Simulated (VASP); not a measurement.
# ScCr (P6_3mc) in VASP: notebook, part 2 of 2

VASP 6.6.1. Earlier steps stand in the parts before.

### 3 Atomic charges, r2SCAN+U, collinear spin, ferromagnetic start

The input, INCAR:

```
ALGO = Normal ; EDIFF = 1E-7
ENCUT = 520 ; ISIF = 2
ISMEAR = 1 ; ISPIN = 2
LASPH = T ; LCHARG = F
LDAU = T ; LDAUJ = 0 0
LDAUL = 2 2 ; LDAUPRINT = 1
LDAUTYPE = 2 ; LDAUU = 3 5.3
LMAXMIX = 4 ; LMIXTAU = T
LORBIT = 10 ; LREAL = F
LWAVE = F ; MAGMOM = 0 0 3 3
METAGGA = R2SCAN ; NELM = 120
PREC = Accurate ; SIGMA = 0.2
```

The input, KPOINTS:

```
k-points
0
Gamma
  8 8 5
```

The input, POSCAR:

```
ScCr
1.0
    3.7844607000      0.0000000000      0.0000000000
   -1.8922303500      3.2774391100      0.0000000000
    0.0000000000      0.0000000000      5.7320909700
Sc Cr
2 2
Direct
    0.6666666700      0.3333333300      0.8850309800
    0.3333333300      0.6666666700      0.3850309800
    0.6666666700      0.3333333300      0.4899689900
    0.3333333300      0.6666666700      0.9899689900
```

Potentials or basis: VASP PAW PBE potentials, release 64 (Sc_sv, Cr_pv).

Command:

```console
> cat potpaw_PBE.64/Sc_sv/POTCAR potpaw_PBE.64/Cr_pv/POTCAR > POTCAR
> mpirun -np 1 vasp_std > vasp.out
```

OUTCAR:

```text
EDIFF = 1E-7
   ENCUT = 520
   ISIF = 2
   ISMEAR = 1
   ISPIN = 2
   LASPH = T
   LORBIT = 10
   LREAL = F
   METAGGA = R2SCAN
   NELM = 120
   PREC = Accurate

 ion  position               nearest neighbor table
   1  0.667  0.333  0.885-   3 2.26   4 2.27   4 2.27   4 2.27
   2  0.333  0.667  0.385-   4 2.26   3 2.27   3 2.27   3 2.27
   3  0.667  0.333  0.490-   1 2.26   2 2.27   2 2.27   2 2.27
   4  0.333  0.667  0.990-   2 2.26   1 2.27   1 2.27   1 2.27

  LATTYP: Found a hexagonal cell.
 ALAT       =     3.7844607000
 C/A-ratio  =     1.5146387886

  Lattice vectors:

 A1 = (   3.7844607000,   0.0000000000,   0.0000000000)
 A2 = (  -1.8922303500,   3.2774391100,   0.0000000000)
 A3 = (   0.0000000000,   0.0000000000,   5.7320909700)

Analysis of symmetry for initial positions (statically):
=====================================================================
 Subroutine PRICEL returns:
 Original cell was already a primitive cell.

 Routine SETGRP: Setting up the symmetry group for a
 hexagonal supercell.

 Subroutine GETGRP returns: Found 12 space group operations
 (whereof  6 operations were pure point group operations)
 out of a pool of 24 trial point group operations.

The static configuration has the point symmetry C_3v.
 The point group associated with its full space group is C_6v.

Analysis of symmetry for dynamics (positions and initial velocities):
=====================================================================
 Subroutine PRICEL returns:
 Original cell was already a primitive cell.

 Routine SETGRP: Setting up the symmetry group for a
[... 309 lines left out ...]
  o =  0.8854  v =  0.0000 -0.0000 -1.0000  0.0000 -0.0000  0.0000  0.0000  0.0000  0.0000  0.0000      0.0000  0.0000  0.0000  0.0000  0.0000  0.0000  0.0000  0.0000  0.0000  0.0000

 number of electron      45.9999989 magnetization       9.4143215

 Free energy of the ion-electron system (eV)
  ---------------------------------------------------
  ext. energy  EPLUGINS =         0.00000000
  ---------------------------------------------------
  free energy    TOTEN  =       -34.12883521 eV

  energy without entropy =      -34.12891510  energy(sigma->0) =      -34.12886184

 E-fermi :   6.6472     XC(G=0): -11.8188

 val. band max:        6.6350558898   @ k =   0.2500   0.0000   0.4000
 cond. band min:       6.6512336801   @ k =   0.3750   0.1250   0.2000
 fundamental gap:      0.0161777903
 Fermi energy:         6.6471766656

 spin component 1

 k-point     1 :       0.0000    0.0000    0.0000
  band No.  band energies     occupation
      1     -45.7670      1.00000
      2     -45.7387      1.00000
      3     -39.8674      1.00000
      4     -39.8674      1.00000
      5     -39.8568      1.00000
      6     -39.8568      1.00000
[... 1577 lines left out ...]
     29      11.3485      0.00000
     30      11.6528      0.00000

 [... further k-points ...]

------------------------ aborting loop because EDIFF is reached ----------------------------------------

  FORCE on cell =-STRESS in cart. coord.  units (eV):
  Direction    XX          YY          ZZ          XY          YZ          ZX
  --------------------------------------------------------------------------------------
  -------------------------------------------------------------------------------------
  Total       21.9483137     21.9483138     19.0889980      0.0000000     -0.0000000      0.0000000
  in kB      494.6067468    494.6067481    430.1718723      0.0000000     -0.0000000      0.0000000
  external PRESSURE =     473.1284558 kB  Pullay stress =       0.0000000 kB

 VOLUME and BASIS-vectors are now :
 -----------------------------------------------------------------------------
  energy-cutoff  :      520.00
  volume of cell :       71.10
      direct lattice vectors                 reciprocal lattice vectors
     3.784460700  0.000000000  0.000000000     0.264238442  0.152558136  0.000000000
    -1.892230350  3.277439110  0.000000000     0.000000000  0.305116271  0.000000000
     0.000000000  0.000000000  5.732090970     0.000000000  0.000000000  0.174456408

 POSITION                                       TOTAL-FORCE (eV/Angst)
 -----------------------------------------------------------------------------------
      1.89223      1.09248      5.07308         0.000000     -0.000000      0.445378
     -0.00000      2.18496      2.20703        -0.000000      0.000000      0.445378
      1.89223      1.09248      2.80855        -0.000000      0.000000     -0.445378
     -0.00000      2.18496      5.67459         0.000000     -0.000000     -0.445378
 -----------------------------------------------------------------------------------
    total drift:                                0.000007     -0.000005      0.018318

  FREE ENERGIE OF THE ION-ELECTRON SYSTEM (eV)
  ---------------------------------------------------
  free  energy   TOTEN  =       -34.1288352097 eV

  energy  without entropy=      -34.1289150975  energy(sigma->0) =      -34.12886184

 total charge

# of ion       s       p       d       tot
------------------------------------------
    1        2.302   6.201   1.323   9.825
    2        2.302   6.201   1.323   9.825
    3        0.506   6.196   4.535  11.237
    4        0.506   6.196   4.535  11.237
--------------------------------------------------
tot          5.616  24.793  11.716  42.125

 magnetization (x)

# of ion       s       p       d       tot
------------------------------------------
    1        0.086   0.102   0.287   0.475
    2        0.086   0.102   0.287   0.475
    3        0.200   0.069   4.029   4.298
    4        0.200   0.069   4.029   4.298
--------------------------------------------------
tot          0.572   0.342   8.631   9.545
```

OSZICAR:

```text
N       E                     dE             d eps       ncg     rms          rms(c)
DAV:   1     0.793524259841E+03    0.79352E+03   -0.24700E+04  3632   0.181E+03
DAV:   2     0.208769825061E+02   -0.77265E+03   -0.75936E+03  3904   0.740E+02
DAV:   3    -0.373762704602E+02   -0.58253E+02   -0.52171E+02  6116   0.225E+02
[... 22 lines left out ...]
DAV:  26    -0.341288357172E+02    0.83481E-06   -0.45612E-08  2646   0.197E-03    0.359E-04
DAV:  27    -0.341288349148E+02    0.80239E-06   -0.24102E-08  2622   0.160E-03    0.222E-04
DAV:  28    -0.341288350687E+02   -0.15391E-06   -0.14743E-08  2568   0.132E-03    0.102E-04
DAV:  29    -0.341288352904E+02   -0.22168E-06   -0.10403E-08  2556   0.103E-03    0.735E-05
DAV:  30    -0.341288352097E+02    0.80720E-07   -0.78123E-09  2502   0.928E-04
   1 F= -.34128835E+02 E0= -.34128862E+02  d E =0.798878E-04  mag=     9.4143
```

stdout:

```text
POSCAR found type information on POSCAR ScCr
 POSCAR found :  2 types and       4 ions
 scaLAPACK will be used
 -----------------------------------------------------------------------------
|                                                                             |
|                                                                             |
|     You enforced a specific xc type in the INCAR file but a different       |
|     I HOPE YOU KNOW WHAT YOU ARE DOING!                                     |
|                                                                             |
 -----------------------------------------------------------------------------

 LDA part: xc-table for (None), standard interpolation
 POSCAR, INCAR and KPOINTS ok, starting setup
 FFT: planning ... GRIDC
 FFT: planning ... GRID_SOFT
 FFT: planning ... GRID
 WAVECAR not read
 entering main loop
```

It took 15 min on 1 thread of Intel Xeon Platinum 8488C (Sapphire Rapids), shared host; peak memory 0.3 GiB.

What came out:

- Free energy: -34.1288 eV
- Pressure: 47.3 GPa
- Largest force: 0.445 eV/Å
- Band gap on the k mesh: none (metal or under the smearing width)
- Net moment: 9.41 μB per cell
- Site moments: Sc +0.47; Cr +4.30 μB
- Valence electrons inside the program's atomic spheres: Sc 9.82; Cr 11.24

Forces in eV/Å, atoms in the order of the input:
```
Sc   0.000  0.000  0.445
Sc   0.000  0.000  0.445
Cr   0.000  0.000 -0.445
Cr   0.000  0.000 -0.445
```

Eigenvalues of the final occupation matrices:
```tsv
site	spin	trace	eigenvalues
site 1 d	1	0.82	0.11 0.11 0.19 0.19 0.22
site 1 d	2	0.53	0.05 0.05 0.08 0.18 0.18
site 2 d	1	0.82	0.11 0.11 0.19 0.19 0.22
site 2 d	2	0.53	0.05 0.05 0.08 0.18 0.18
site 3 d	1	4.31	0.83 0.83 0.88 0.88 0.89
site 3 d	2	0.26	0.03 0.03 0.04 0.08 0.08
site 4 d	1	4.31	0.83 0.83 0.88 0.88 0.89
site 4 d	2	0.26	0.03 0.03 0.04 0.08 0.08
```

Caveat: a pressure of tens of GPa on the cell as given is suspect, and the run, the potentials or the cell itself is likely at fault; the PAW data sets were made with another functional, which shifts forces and pressure a little; the U is typed as a test and isn't derived for this compound. The state reached can hang on the start; a lower one may exist.
